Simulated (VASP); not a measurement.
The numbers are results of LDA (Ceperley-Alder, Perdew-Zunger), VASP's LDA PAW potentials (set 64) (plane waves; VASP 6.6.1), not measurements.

VASP input:

File POSCAR:
```
MgI2
1
    1.7661362541    -3.0590323736     0.0000000000
    1.7661362541     3.0590323736     0.0000000000
    0.0000000000     0.0000000000     5.8134549001
Mg I
1 2
Direct
  0.0000000000   0.0000000000   0.0000000000
  0.3333330000   0.6666670000   0.2812519416
  0.6666670000   0.3333330000   0.7187480584
```

**INCAR**
```
SYSTEM  =  MgI2
PREC  =  Accurate; ENCUT  =  500; LREAL  =  F
LASPH  =  T
EDIFF  =  1E-6; NELM  =  100; ALGO  =  Normal
LMAXMIX  =  4
ISMEAR  =  0; SIGMA  =  0.05
IBRION  =  2; NSW  =  40; ISIF  =  3
EDIFFG  =  -0.02; PSTRESS  =  450
LWAVE  =  F; LCHARG  =  F
```

KPOINTS:
```
Automatic mesh
0
Gamma
7 7 4
0 0 0
```

POTCAR, in this order: Mg I (LDA.64 set). Program: vasp_std.

The run wrote:

**OUTCAR**
```
 ion  position               nearest neighbor table
   1  0.000  0.000  0.000-   2 2.61   3 2.61   3 2.61   2 2.61   3 2.61   2 2.61
   2  0.333  0.667  0.281-   1 2.61   1 2.61   1 2.61   3 3.26   3 3.26   3 3.26
   3  0.667  0.333  0.719-   1 2.61   1 2.61   1 2.61   2 3.26   2 3.26   2 3.26
  LATTYP: Found a hexagonal cell.
 ALAT       =     3.5322678736
 C/A-ratio  =     1.6458137118
 Subroutine PRICEL returns:
 Original cell was already a primitive cell.
 Subroutine GETGRP returns: Found 12 space group operations
The static configuration has the point symmetry D_3d.
The dynamic configuration has the point symmetry D_3d.
 Subroutine INISYM returns: Found 12 space group operations
 Subroutine IBZKPT returns following result:
 Found     28 irreducible k-points:

 Following reciprocal coordinates:
            Coordinates               Weight
  0.000000  0.000000  0.000000      1.000000
  0.142857  0.000000  0.000000      6.000000
  0.285714  0.000000  0.000000      6.000000
  0.428571  0.000000  0.000000      6.000000
  0.142857  0.142857  0.000000      6.000000
  0.285714  0.142857  0.000000     12.000000
  0.428571  0.142857  0.000000      6.000000
  0.285714  0.285714  0.000000      6.000000
  0.000000  0.000000  0.250000      2.000000
  0.142857  0.000000  0.250000      6.000000
  0.000000  0.142857  0.250000      6.000000
  0.285714  0.000000  0.250000      6.000000
  0.000000  0.285714  0.250000      6.000000
  0.428571  0.000000  0.250000      6.000000
  0.000000  0.428571  0.250000      6.000000
  0.142857  0.142857  0.250000     12.000000
  0.285714  0.142857  0.250000     12.000000
 -0.142857  0.428571  0.250000     12.000000
  0.428571  0.142857  0.250000     12.000000
  0.285714  0.285714  0.250000     12.000000
  0.000000  0.000000  0.500000      1.000000
  0.142857  0.000000  0.500000      6.000000
  0.285714  0.000000  0.500000      6.000000
  0.428571  0.000000  0.500000      6.000000
  0.142857  0.142857  0.500000      6.000000
  0.285714  0.142857  0.500000     12.000000
  0.428571  0.142857  0.500000      6.000000
  0.285714  0.285714  0.500000      6.000000
   k-points           NKPTS =     28   k-points in BZ     NKDIM =     28   number of bands    NBANDS=     12
   number of dos      NEDOS =    301   number of ions     NIONS =      3
   total plane-waves  NPLWV =  32928
   dimension x,y,z NGX =    28 NGY =   28 NGZ =   42
   dimension x,y,z NGXF=    56 NGYF=   56 NGZF=   84
   ions per type =               1   2
   PREC   = accura    normal or accurate (medium, high low for compatibility)
   ISTART =      0    job   : 0-new  1-cont  2-samecut
   ICHARG =      2    charge: 1-file 2-atom 10-const
   ISPIN  =      1    spin polarized calculation?
   LNONCOLLINEAR =      F non collinear calculations
   LSORBIT =      F    spin-orbit coupling
   INIWAV =      1    electr: 0-lowe 1-rand  2-diag
   ENCUT  =  500.0 eV  36.75 Ry    6.06 a.u.   6.44  6.44 10.60*2*pi/ulx,y,z
   NELM   =    100;   NELMIN=  2; NELMDL= -5     # of ELM steps
   EDIFF  = 0.1E-05   stopping-criterion for ELM
   LREAL  =      F    real-space projection
   NLSPLINE    = F    spline interpolate recip. space projectors
   LMAXMIX     =    4 max onsite mixed and CHGCAR
   VOSKOWN=      0    Vosko Wilk Nusair interpolation
   EDIFFG = -.2E-01   stopping-criterion for IOM
   NSW    =     40    number of steps for IOM
   NBLOCK =      1;   KBLOCK =     40    inner block; outer block
   IBRION =      2    ionic relax: 0-MD 1-quasi-New 2-CG
   NFREE  =      1    steps in history (QN), initial steepest desc. (CG)
   ISIF   =      3    stress and relaxation
   ISYM   =      2    0-nonsym 1-usesym 2-fastsym
   TEIN   =    0.0    initial temperature
   TEBEG  =    0.0;   TEEND  =   0.0 temperature during run
...
```

File OSZICAR:
```
...
DAV:   4    -0.726618120513E+01   -0.64037E-01   -0.63996E-01   800   0.679E+00
DAV:   5    -0.726740639113E+01   -0.12252E-02   -0.12251E-02   840   0.941E-01    0.983E+00
DAV:   6    -0.713630071616E+01    0.13111E+00   -0.13590E-01   752   0.250E+00    0.564E+00
DAV:   7    -0.710122707239E+01    0.35074E-01   -0.14240E-01   772   0.238E+00    0.950E-01
DAV:   8    -0.709998016248E+01    0.12469E-02   -0.97386E-03   768   0.764E-01    0.278E-01
DAV:   9    -0.709974105904E+01    0.23910E-03   -0.10154E-03   800   0.219E-01    0.959E-02
DAV:  10    -0.709968676976E+01    0.54289E-04   -0.39843E-04   764   0.129E-01    0.414E-02
DAV:  11    -0.709968301093E+01    0.37588E-05   -0.27790E-05   800   0.405E-02    0.200E-02
DAV:  12    -0.709968295742E+01    0.53505E-07   -0.38878E-06   788   0.122E-02
   1 F= 0.10543402E+02 E0= 0.10543402E+02  d E =0.105434E+02
       N       E                     dE             d eps       ncg     rms          rms(c)
DAV:   1    -0.538537715146E+01    0.17143E+01   -0.86796E+01   740   0.579E+01    0.235E+01
DAV:   2    -0.205352236419E+01    0.33319E+01   -0.39987E+00   728   0.144E+01    0.760E+00
DAV:   3    -0.106644960340E+01    0.98707E+00   -0.19422E+00   728   0.786E+00    0.477E+00
DAV:   4    -0.103529112618E+01    0.31158E-01   -0.44282E-02   844   0.168E+00    0.277E+00
DAV:   5    -0.985117140759E+00    0.50174E-01   -0.10428E-01   752   0.181E+00    0.138E+00
DAV:   6    -0.985338957435E+00   -0.22182E-03   -0.23665E-03   712   0.400E-01    0.561E-01
DAV:   7    -0.985304966859E+00    0.33991E-04   -0.46498E-04   832   0.126E-01    0.298E-01
DAV:   8    -0.985292942778E+00    0.12024E-04   -0.22852E-05   740   0.366E-02    0.101E-01
DAV:   9    -0.985291693306E+00    0.12495E-05   -0.79503E-06   756   0.199E-02    0.641E-02
DAV:  10    -0.985290799251E+00    0.89406E-06   -0.10508E-06   384   0.818E-03
   2 F= 0.12111382E+02 E0= 0.12111382E+02  d E =0.156798E+01
       N       E                     dE             d eps       ncg     rms          rms(c)
DAV:   1    -0.826249691698E+01   -0.72772E+01   -0.40167E+01   748   0.343E+01    0.937E+00
DAV:   2    -0.655758726882E+01    0.17049E+01   -0.29610E+00   712   0.114E+01    0.459E+00
DAV:   3    -0.607697681569E+01    0.48061E+00   -0.87509E-01   732   0.529E+00    0.349E+00
DAV:   4    -0.603673391342E+01    0.40243E-01   -0.62563E-02   776   0.151E+00    0.388E+00
DAV:   5    -0.602701336870E+01    0.97205E-02   -0.60002E-03   876   0.529E-01    0.143E+00
DAV:   6    -0.602545798307E+01    0.15554E-02   -0.24066E-03   804   0.280E-01    0.225E-01
DAV:   7    -0.602545109482E+01    0.68882E-05   -0.10511E-04   760   0.778E-02    0.592E-02
DAV:   8    -0.602545136248E+01   -0.26766E-06   -0.61174E-06   804   0.150E-02
   3 F= 0.10291429E+02 E0= 0.10291429E+02  d E =-.251972E+00
       N       E                     dE             d eps       ncg     rms          rms(c)
DAV:   1    -0.593550011090E+01    0.89951E-01   -0.30036E-02   768   0.978E-01    0.275E-01
DAV:   2    -0.593422013059E+01    0.12800E-02   -0.19103E-03   696   0.294E-01    0.105E-01
DAV:   3    -0.593385820798E+01    0.36192E-03   -0.83789E-04   720   0.160E-01    0.805E-02
DAV:   4    -0.593384967048E+01    0.85375E-05   -0.18119E-05   920   0.327E-02    0.745E-02
DAV:   5    -0.593383854006E+01    0.11130E-04   -0.14463E-05   748   0.217E-02    0.463E-03
DAV:   6    -0.593383843260E+01    0.10745E-06   -0.65256E-07   416   0.630E-03
   4 F= 0.10289819E+02 E0= 0.10289819E+02  d E =-.253583E+00
       N       E                     dE             d eps       ncg     rms          rms(c)
DAV:   1    -0.590642050917E+01    0.27418E-01   -0.26732E-03   764   0.292E-01    0.822E-02
DAV:   2    -0.590630739885E+01    0.11311E-03   -0.16793E-04   700   0.872E-02    0.310E-02
DAV:   3    -0.590627533265E+01    0.32066E-04   -0.73960E-05   724   0.475E-02    0.244E-02
DAV:   4    -0.590627453819E+01    0.79446E-06   -0.14365E-06   628   0.973E-03
   5 F= 0.10289800E+02 E0= 0.10289800E+02  d E =-.253602E+00
       N       E                     dE             d eps       ncg     rms          rms(c)
DAV:   1    -0.586614809761E+01    0.40127E-01   -0.50977E-01   740   0.475E+00    0.364E-01
DAV:   2    -0.586595782765E+01    0.19027E-03   -0.23090E-02   792   0.113E+00    0.284E-01
DAV:   3    -0.586508697667E+01    0.87085E-03   -0.99721E-04   804   0.229E-01    0.166E-01
DAV:   4    -0.586485814046E+01    0.22884E-03   -0.60483E-04   796   0.156E-01    0.595E-02
DAV:   5    -0.586486040684E+01   -0.22664E-05   -0.44631E-05   728   0.473E-02    0.211E-02
DAV:   6    -0.586486002378E+01    0.38306E-06   -0.26838E-06   692   0.129E-02
   6 F= 0.10278820E+02 E0= 0.10278820E+02  d E =-.109793E-01
       N       E                     dE             d eps       ncg     rms          rms(c)
DAV:   1    -0.585595590885E+01    0.89045E-02   -0.15587E-02   744   0.829E-01    0.668E-02
DAV:   2    -0.585595335007E+01    0.25588E-05   -0.70122E-04   792   0.198E-01    0.519E-02
DAV:   3    -0.585592827011E+01    0.25080E-04   -0.28467E-05   804   0.389E-02    0.302E-02
DAV:   4    -0.585592140810E+01    0.68620E-05   -0.18955E-05   788   0.276E-02    0.102E-02
DAV:   5    -0.585592146136E+01   -0.53260E-07   -0.13521E-06   420   0.862E-03
   7 F= 0.10278563E+02 E0= 0.10278563E+02  d E =-.112363E-01
       N       E                     dE             d eps       ncg     rms          rms(c)
DAV:   1    -0.590306450226E+01   -0.47143E-01   -0.43773E-02   764   0.127E+00    0.204E-01
DAV:   2    -0.590226293555E+01    0.80157E-03   -0.19144E-03   756   0.322E-01    0.909E-02
DAV:   3    -0.590192458263E+01    0.33835E-03   -0.61654E-04   816   0.155E-01    0.356E-02
DAV:   4    -0.590190882530E+01    0.15757E-04   -0.58437E-05   804   0.509E-02    0.398E-02
DAV:   5    -0.590190723543E+01    0.15899E-05   -0.43579E-06   740   0.141E-02    0.602E-03
DAV:   6    -0.590190706240E+01    0.17302E-06   -0.36609E-07   340   0.424E-03
   8 F= 0.10278006E+02 E0= 0.10278006E+02  d E =-.557728E-03
       N       E                     dE             d eps       ncg     rms          rms(c)
DAV:   1    -0.589423738194E+01    0.76699E-02   -0.12705E-03   760   0.217E-01    0.342E-02
DAV:   2    -0.589421398105E+01    0.23401E-04   -0.55743E-05   756   0.549E-02    0.154E-02
DAV:   3    -0.589420411357E+01    0.98675E-05   -0.17942E-05   816   0.264E-02    0.596E-03
DAV:   4    -0.589420362951E+01    0.48406E-06   -0.14953E-06   388   0.873E-03
   9 F= 0.10277981E+02 E0= 0.10277981E+02  d E =-.582347E-03
       N       E                     dE             d eps       ncg     rms          rms(c)
DAV:   1    -0.583901676805E+01    0.55187E-01   -0.31701E-02   756   0.108E+00    0.192E-01
DAV:   2    -0.583835605074E+01    0.66072E-03   -0.15122E-03   744   0.284E-01    0.903E-02
DAV:   3    -0.583809054489E+01    0.26551E-03   -0.43509E-04   824   0.125E-01    0.290E-02
DAV:   4    -0.583806700781E+01    0.23537E-04   -0.47715E-05   800   0.434E-02    0.391E-02
DAV:   5    -0.583806415298E+01    0.28548E-05   -0.42678E-06   764   0.142E-02    0.405E-03
DAV:   6    -0.583806395621E+01    0.19678E-06   -0.51677E-07   348   0.495E-03
  10 F= 0.10278033E+02 E0= 0.10278033E+02  d E =0.518671E-04
       N       E                     dE             d eps       ncg     rms          rms(c)
DAV:   1    -0.586869377046E+01   -0.30630E-01   -0.91393E-03   752   0.580E-01    0.103E-01
DAV:   2    -0.586850180815E+01    0.19196E-03   -0.44180E-04   744   0.153E-01    0.498E-02
DAV:   3    -0.586842455406E+01    0.77254E-04   -0.12674E-04   820   0.672E-02    0.153E-02
DAV:   4    -0.586841770499E+01    0.68491E-05   -0.13838E-05   800   0.234E-02    0.210E-02
DAV:   5    -0.586841683894E+01    0.86606E-06   -0.10238E-06   380   0.764E-03
  11 F= 0.10277827E+02 E0= 0.10277827E+02  d E =-.153861E-03
```

### OUTCAR
```
------------------------ aborting loop because EDIFF is reached ----------------------------------------
  FORCE on cell =-STRESS in cart. coord.  units (eV):
  Direction    XX          YY          ZZ          XY          YZ          ZX
  --------------------------------------------------------------------------------------
  Total       16.1450926     16.1449204     16.1476157      0.0000000     -0.0000000      0.0000000
  in kB      449.9679125    449.9631134    450.0382329      0.0000000     -0.0000000      0.0000000
  external PRESSURE =      -0.0102471 kB  Pullay stress =     450.0000000 kB
  volume of cell :       57.49
      direct lattice vectors                 reciprocal lattice vectors
     1.705643311 -2.954245120  0.000000000     0.293144526 -0.169247974 -0.000000000
     1.705643311  2.954245120 -0.000000000     0.293144526  0.169247974  0.000000000
     0.000000000 -0.000000000  5.704332593     0.000000000  0.000000000  0.175305346
 POSITION                                       TOTAL-FORCE (eV/Angst)
 -----------------------------------------------------------------------------------
      0.00000      0.00000      0.00000         0.000000      0.000000      0.000000
      1.70564      0.98475      1.62430        -0.000000      0.000000      0.005492
      1.70564     -0.98475      4.08004        -0.000000     -0.000000     -0.005492
 -----------------------------------------------------------------------------------
    total drift:                               -0.000000     -0.000000     -0.000000
  FREE ENERGIE OF THE ION-ELECTRON SYSTEM (eV)
  ---------------------------------------------------
  free  energy   TOTEN  =        -5.8684168389 eV

  energy  without entropy=       -5.8684168389  energy(sigma->0) =       -5.86841684
  enthalpy is  TOTEN    =        10.2778270658 eV   P V=       16.1462439048

 reached required accuracy - stopping structural energy minimisation
```
(Selected blocks of OUTCAR.)

### CONTCAR
```
MgI2
   1.00000000000000
     1.7056433112464113   -2.9542451204227955    0.0000000000000000
     1.7056433112464113    2.9542451204227955   -0.0000000000000000
     0.0000000000000000   -0.0000000000000000    5.7043325926515518
  Mg              I
     1     2
Direct
     0.0000000000000000    0.0000000000000000    0.0000000000000000
     0.3333330000000032    0.6666669999999968    0.2847479472583865
     0.6666669999999968    0.3333330000000032    0.7152520527416136
```

Energy and stress use the plane-wave basis of the starting cell.

The compound is MgI2 in the 1T layered structure. This run relaxes it under an external pressure of 45 GPa. Symmetry was kept, so distortions that lower it aren't found.
